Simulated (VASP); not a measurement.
Consider the following.

```
CELL_PARAMETERS angstrom
      0.00000     3.33311     3.33311
      3.33311     0.00000     3.33311
      3.33311     3.33311     0.00000
ATOMIC_POSITIONS crystal
  Pd 0.00000 0.00000 0.00000
  Te 0.25000 0.25000 0.25000
  Te 0.75000 0.75000 0.75000
```

These are PBEsol GGA, VASP's PBE PAW potentials (set 64) (plane waves; VASP) values and carry that method's errors. Numerical set-up: 480 eV cut-off, 8×8×8 Γ-centred mesh, first-order Methfessel-Paxton smearing of 0.10 eV, potentials Pd Te.

Unless said otherwise, spin-orbit coupling is left out, though it shifts the bands of the heavy elements here.

Q: Predict the energy per atom (σ→0), band gap (on the k-mesh) with the smallest direct gap where there is one.

A: 
The band gap (on the k-mesh) is none (metal, semimetal or under 0.01 eV) and the energy per atom (σ→0) comes out as -4.428 eV/atom.

Only differences to runs with the same potentials and settings are physical.

The structure was generated: Te2Pd was put into the fluorite type (Fm-3m), which need not be its known phase. It was relaxed first, which changed the volume by +6 %.
